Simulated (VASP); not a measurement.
A convergence study with VASP on WS2 (space group no. 194 when undisturbed): one setting is varied, all else stays as given below, so the limit is that of these other settings. One atom is moved off its site, so that forces are finite.

```
CELL_PARAMETERS angstrom
      1.57028    -2.71980     0.00000
      1.57028     2.71980     0.00000
      0.00000     0.00000    12.28304
ATOMIC_POSITIONS crystal
  W  0.33333 0.66667 0.25407
  W  0.66667 0.33333 0.75000
  S  0.33333 0.66667 0.87800
  S  0.66667 0.33333 0.37800
  S  0.66667 0.33333 0.12200
  S  0.33333 0.66667 0.62200
```

All values below come from PBE GGA, VASP's PBE PAW potentials (set 64) (plane waves; VASP 6.6.1). The tightest run used: 720 eV cut-off, 9×9×2 Γ-centred mesh, Fermi-Dirac smearing of 0.050 eV, potentials W_sv S.

Q: The settings run are ENCUT = 105; ENCUT = 120; ENCUT = 135; ENCUT = 150; ENCUT = 165; ENCUT = 180; ENCUT = 210; ENCUT = 240; ENCUT = 270; ENCUT = 330; ENCUT = 360; ENCUT = 405; ENCUT = 450; ENCUT = 525; ENCUT = 600; ENCUT = 720. From which on does the energy per atom stay within 0.01 eV/atom of the tightest run?

A: From ENCUT = 270 on: it is off by 0.0081 there and by no more than 0.01 in any finer run, while ENCUT = 240 is off by 0.0159.
| setting | E (eV/atom) | pressure (GPa) | largest force (eV/Å) | plane waves | difference judged (eV/atom) |
|---|---|---|---|---|---|
| ENCUT = 105 | -6.4964 | -252.59 | 4.305 | 273 | 1.3619 |
| ENCUT = 120 | -7.6384 | -136.45 | 3.179 | 326 | 0.2199 |
| ENCUT = 135 | -7.9896 | -72.70 | 2.273 | 387 | 0.1313 |
| ENCUT = 150 | -7.9151 | -38.20 | 2.047 | 452 | 0.0568 |
| ENCUT = 165 | -7.8641 | -19.44 | 1.814 | 523 | 0.0058 |
| ENCUT = 180 | -7.8342 | -9.34 | 1.687 | 589 | 0.0241 |
| ENCUT = 210 | -7.8292 | 0.20 | 1.660 | 749 | 0.0291 |
| ENCUT = 240 | -7.8424 | 3.53 | 1.678 | 902 | 0.0159 |
| ENCUT = 270 | -7.8502 | 4.73 | 1.677 | 1074 | 0.0081 |
| ENCUT = 330 | -7.8561 | 5.58 | 1.678 | 1453 | 0.0022 |
| ENCUT = 360 | -7.8571 | 5.75 | 1.679 | 1659 | 0.0012 |
| ENCUT = 405 | -7.8577 | 5.81 | 1.680 | 1963 | 0.0006 |
| ENCUT = 450 | -7.8577 | 5.80 | 1.680 | 2334 | 0.0005 |
| ENCUT = 525 | -7.8579 | 5.81 | 1.681 | 2888 | 0.0004 |
| ENCUT = 600 | -7.8582 | 5.85 | 1.681 | 3529 | 0.0001 |
| ENCUT = 720 | -7.8583 | 5.86 | 1.681 | 4630 | 0.0000 |

Left out are rungs that failed or repeat a setting and relaxations that didn't move; long series are thinned to 24 rows.

The structure is a typed WS2 crystal (space group no. 194). The cell was not relaxed at this level, it is distorted from the ideal structure.
